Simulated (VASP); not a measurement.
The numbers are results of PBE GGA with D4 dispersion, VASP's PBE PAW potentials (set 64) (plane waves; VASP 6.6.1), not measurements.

Input for VASP

**INCAR**
```
SYSTEM = Sn
PREC = Accurate; ENCUT = 520; LREAL = .FALSE.
LASPH = .TRUE.
EDIFF = 1E-7; NELM = 100; ALGO = Normal
LMAXMIX = 4
ISMEAR = 1; SIGMA = 0.1
GGA = PE; IVDW = 13
IBRION = 2; NSW = 30; ISIF = 4
EDIFFG = -0.01
LWAVE = .FALSE.; LCHARG = .FALSE.
```

File KPOINTS:
```
Regular mesh
0
gamma
13 13 13
0 0 0
```

### POSCAR
```
Sn
1
   -2.9222976536     2.9222976536     1.5882740246
    2.9222976536    -2.9222976536     1.5882740246
    2.9222976536     2.9222976536    -1.5882740246
Sn
2
Direct
  0.2500000000   0.7500000000   0.5000000000
  1.0000000000   0.0000000000   1.0000000000
```

POTCAR, in this order: Sn_d (PBE.64 set). Program: vasp_std.

Output

### OSZICAR
```
       N       E                     dE             d eps       ncg     rms          rms(c)
DAV:   1     0.202242863205E+03    0.20224E+03   -0.15075E+04  7066   0.244E+03
DAV:   2     0.103252527353E+02   -0.19192E+03   -0.18985E+03  7062   0.451E+02
DAV:   3    -0.707922785574E+01   -0.17404E+02   -0.17239E+02  8042   0.139E+02
DAV:   4    -0.759694855889E+01   -0.51772E+00   -0.51662E+00  8238   0.262E+01
DAV:   5    -0.761644677351E+01   -0.19498E-01   -0.19497E-01  9464   0.464E+00    0.238E+00
DAV:   6    -0.760016974746E+01    0.16277E-01   -0.34645E-02  9180   0.292E+00    0.133E+00
DAV:   7    -0.759603664310E+01    0.41331E-02   -0.21453E-02  9158   0.226E+00    0.167E-01
DAV:   8    -0.759596026794E+01    0.76375E-04   -0.19852E-03  8276   0.664E-01    0.359E-02
DAV:   9    -0.759596893396E+01   -0.86660E-05   -0.57610E-05  8908   0.798E-02    0.138E-02
DAV:  10    -0.759596709447E+01    0.18395E-05   -0.72326E-06  9082   0.394E-02    0.178E-03
DAV:  11    -0.759596717917E+01   -0.84700E-07   -0.27297E-07  6232   0.727E-03
   1 F= -.84504313E+01 E0= -.84504593E+01  d E =-.845043E+01
```

**OUTCAR**
```
------------------------ aborting loop because EDIFF is reached ----------------------------------------
  Edisp (eV):   -0.85446
  FORCE on cell =-STRESS in cart. coord.  units (eV):
  Direction    XX          YY          ZZ          XY          YZ          ZX
  --------------------------------------------------------------------------------------
  Total      -0.01096    -0.01096    -0.01096     0.00000     0.00000     0.00000
  in kB      -0.32364    -0.32364    -0.32356     0.00000     0.00000     0.00000
  external pressure =       -0.32 kB  Pullay stress =        0.00 kB
  volume of cell :       54.25
      direct lattice vectors                 reciprocal lattice vectors
    -2.922297654  2.922297654  1.588274025     0.000000000  0.171098245  0.314807138
     2.922297654 -2.922297654  1.588274025     0.171098245  0.000000000  0.314807138
     2.922297654  2.922297654 -1.588274025     0.171098245  0.171098245  0.000000000
 POSITION                                       TOTAL-FORCE (eV/Angst)
 -----------------------------------------------------------------------------------
      2.92230     -0.00000      0.79414         0.000000     -0.000000     -0.000000
      0.00000      0.00000      0.00000        -0.000000      0.000000      0.000000
 -----------------------------------------------------------------------------------
    total drift:                               -0.000000     -0.000000      0.000000
  FREE ENERGIE OF THE ION-ELECTRON SYSTEM (eV)
  ---------------------------------------------------
  free  energy   TOTEN  =        -8.4504313461 eV

  energy  without entropy=       -8.4505151291  energy(sigma->0) =       -8.45045927

 reached required accuracy - stopping structural energy minimisation
```
(Selected blocks of OUTCAR.)

The compound is Sn in the beta structure. It was relaxed first.
